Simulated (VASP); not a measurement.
Consider the following.

```yaml
crystal:
  lattice:
    - [3.78599, 0.00000, 0.00000]
    - [0.00000, 3.78599, 0.00000]
    - [0.00000, 0.00000, 3.78599]
  atoms:
    - { symbol: Cu, position: [0.00000, 0.50000, 0.50000] }
    - { symbol: Cu, position: [0.50000, 0.00000, 0.50000] }
    - { symbol: Cu, position: [0.50000, 0.50000, 0.00000] }
    - { symbol: Au, position: [0.00000, 0.00000, 0.00000] }
```

Computed with PW91 GGA, VASP's PBE PAW potentials (set 64) (plane waves; VASP). Run with 520 eV cut-off, 9×9×9 Γ-centred mesh, tetrahedra with Blöchl corrections, potentials Cu Au.

**Question.** The job: Cu3Au (L1_2), 4 atoms, PW91, static run, 520 eV, 9×9×9 Γ-centred mesh. Roughly how much core time does it take on a busy server core?

**Answer.** About 40 core-seconds (one run on a shared machine, a rough figure). It had 35 irreducible k-points, 26 bands, up to 1480 plane waves and 18 electronic steps.

The compound is Cu3Au in the L1_2 structure. It was relaxed first.
